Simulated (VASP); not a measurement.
Input:

```yaml
crystal:
  lattice:
    - [0.00000, 2.42776, 2.42776]
    - [2.42776, 0.00000, 2.42776]
    - [2.42776, 2.42776, 0.00000]
  atoms:
    - { symbol: Y, position: [0.00000, 0.00000, 0.00000] }
    - { symbol: N, position: [0.50000, 0.50000, 0.50000] }
```

Level of theory: PBEsol GGA with spin-orbit coupling, VASP's PBE PAW potentials (set 64) (plane waves; VASP). Run with 520 eV cut-off, 9×9×9 Γ-centred mesh, Gaussian smearing of 0.050 eV, potentials Y_sv N.

Problem. Give the energies of bands 11 to 23 at the high-symmetry points, in eV from the valence-band maximum.

Solution. 
```tsv
band	Γ	X	U	L	W
11	-0.06	-1.49	-2.27	-4.22	-2.23
12	-0.06	-1.49	-2.27	-4.22	-2.23
13	0.00	-0.43	-1.60	-2.34	-1.63
14	0.00	-0.43	-1.60	-2.34	-1.63
15	0.00	-0.34	-1.35	-2.34	-1.50
16	0.00	-0.34	-1.35	-2.34	-1.50
17	3.08	0.05	2.40	5.77	3.98
18	3.08	0.05	2.40	5.77	3.98
19	3.08	6.97	6.33	6.45	4.01
20	3.08	6.97	6.33	6.45	4.01
21	3.14	7.42	7.16	6.50	7.49
22	3.14	7.42	7.16	6.50	7.49
23	4.24	8.06	7.92	6.74	8.11
```

The gap is indirect, 0.05 eV, from the valence maximum at Γ to the conduction minimum at X.

The compound is YN in the rock salt structure. It was relaxed first.
